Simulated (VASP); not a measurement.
Method: r2SCAN meta-GGA, VASP's PBE PAW potentials (set 64) (plane waves; VASP 6.6.1).

Input for VASP

### INCAR
```
! general
SYSTEM =Ge
PREC   =Accurate
ENCUT  =400
LREAL  =F
LASPH  =T

! electronic loop
EDIFF  =1E-6
NELM   =100
ALGO   =Normal
LMAXMIX=4
LMIXTAU=T

! smearing
ISMEAR =1
SIGMA  =0.1

! functional
METAGGA=R2SCAN

! ions
IBRION =2
NSW    =60
ISIF   =3
EDIFFG =-0.01

! output
LWAVE  =F
LCHARG =F
```

KPOINTS:
```
Automatic mesh
0
Gamma
13 13 13
0 0 0
```

**POSCAR**
```
Ge
1
   -2.5571835455     2.5571835455     1.4196752043
    2.5571835455    -2.5571835455     1.4196752043
    2.5571835455     2.5571835455    -1.4196752043
Ge
2
Direct
  0.2500000000   0.7500000000   0.5000000000
  0.5000000000   0.5000000000   1.0000000000
```

POTCAR, in this order: Ge_d (PBE.64 set). Program: vasp_std.

### Question
Estimate the energy per atom (σ→0), band gap (on the k-mesh).

### Answer

The energy per atom (σ→0) is -13.513 eV/atom. The band gap (on the k-mesh) comes out as none (metal, semimetal or under 0.01 eV).

**OSZICAR**
```
...
DAV:  12    -0.270265015862E+02   -0.11200E-02   -0.58096E-04  7240   0.275E-01    0.121E-02
DAV:  13    -0.270265569878E+02   -0.55402E-04   -0.79564E-05  7400   0.108E-01    0.343E-03
DAV:  14    -0.270266023363E+02   -0.45348E-04   -0.30989E-05  7188   0.648E-02    0.191E-03
DAV:  15    -0.270265812281E+02    0.21108E-04   -0.33660E-06  5696   0.249E-02    0.128E-03
DAV:  16    -0.270265925407E+02   -0.11313E-04   -0.13275E-06  5696   0.104E-02    0.510E-04
DAV:  17    -0.270265896827E+02    0.28580E-05   -0.18017E-07  3670   0.585E-03    0.161E-04
DAV:  18    -0.270265902499E+02   -0.56725E-06   -0.29598E-08  3624   0.212E-03
   1 F= -.27026590E+02 E0= -.27026700E+02  d E =-.270266E+02
```

The structure comes from a computed database's Ge entry (I4_1/amd); how it stands against other phases isn't given here. It was relaxed first. The start is the result of an earlier pass.
